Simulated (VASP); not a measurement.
```
CELL_PARAMETERS angstrom
      0.00000     2.32476     2.32476
      2.32476     0.00000     2.32476
      2.32476     2.32476     0.00000
ATOMIC_POSITIONS crystal
  Zr 0.00000 0.00000 0.00000
  N  0.50000 0.50000 0.50000
```

Calculation: PBE GGA with D3 dispersion (Becke-Johnson damping), VASP's PBE PAW potentials (set 64) (plane waves; VASP). Numerical set-up: 520 eV cut-off, 14×14×14 Γ-centred mesh, first-order Methfessel-Paxton smearing of 0.10 eV, potentials Zr_sv N.

Problem. The job: ZrN (rock salt), 2 atoms, PBE-D3(BJ), static run, 520 eV, 14×14×14 Γ-centred mesh. Roughly how much core time does it take on a busy server core?

Solution. About 20 core-seconds (one run on a shared machine, a rough figure). It had 104 irreducible k-points, 12 bands, up to 692 plane waves and 13 electronic steps.

The compound is ZrN in the rock salt structure. This cell is one point of a volume scan, at 1.06 of the reference volume.
